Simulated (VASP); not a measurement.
```yaml
crystal:
  lattice:
    - [-1.59813, 1.59813, 1.59813]
    - [1.59813, -1.59813, 1.59813]
    - [1.59813, 1.59813, -1.59813]
  atoms:
    - { symbol: W, position: [0.00000, 0.00000, 0.00000] }
```

Computed with revPBE GGA, VASP's PBE PAW potentials (set 64) (plane waves; VASP). Run with 520 eV cut-off, Gaussian smearing of 0.050 eV, potentials W_sv.

Unless said otherwise, spin-orbit coupling is left out, though it shifts the bands of the heavy elements here.

### Question
Estimate the band gap (along the path) with the smallest direct gap where there is one.

### Answer

The band gap (along the path) comes out as none (metal, semimetal or under 0.01 eV).

The absolute energy has meaning only against runs of the same code, potentials and settings.

The compound is W in the bcc structure. It was relaxed first.
